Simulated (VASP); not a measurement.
A cell of CuZn (CsCl type) near equilibrium:

```
CuZn
1.0
    2.91807     0.00000     0.00000
    0.00000     2.91807     0.00000
    0.00000     0.00000     2.91807
Zn Cu
1 1
Cartesian
  1.45904   1.45904   1.45904
  0.00000   0.00000   0.00000
```

Calculation: r2SCAN meta-GGA, VASP's PBE PAW potentials (set 64) (plane waves; VASP).

```json
[
 {"run": "as it is", "ΔE (meV/atom)": "0.0", "σxx": "0.76", "σyy": "0.76", "σzz": "0.76", "largest shear component, with its sign (GPa)": "0.00", "largest force (eV/Å)": "0.000"},
 {"run": "after one change", "ΔE (meV/atom)": "7.2", "σxx": "1.24", "σyy": "1.24", "σzz": "0.79", "largest shear component, with its sign (GPa)": "0.00", "largest force (eV/Å)": "0.386"}
]
```
Stress is in GPa, positive when the cell is compressed.

**Question.** What was changed between the two runs?
A) uniaxial strain of -0.5 % along x
B) uniaxial strain of +3.0 % along y
C) atom 2 (Cu) moved by 0.200 Å along y
D) atom 2 (Cu) moved by -0.075 Å along z

**Answer.** D, atom 2 (Cu) moved by -0.075 Å along z

The compound is CuZn in the CsCl type structure. The electron count is odd and the run is not spin-polarised, which forces a metal.
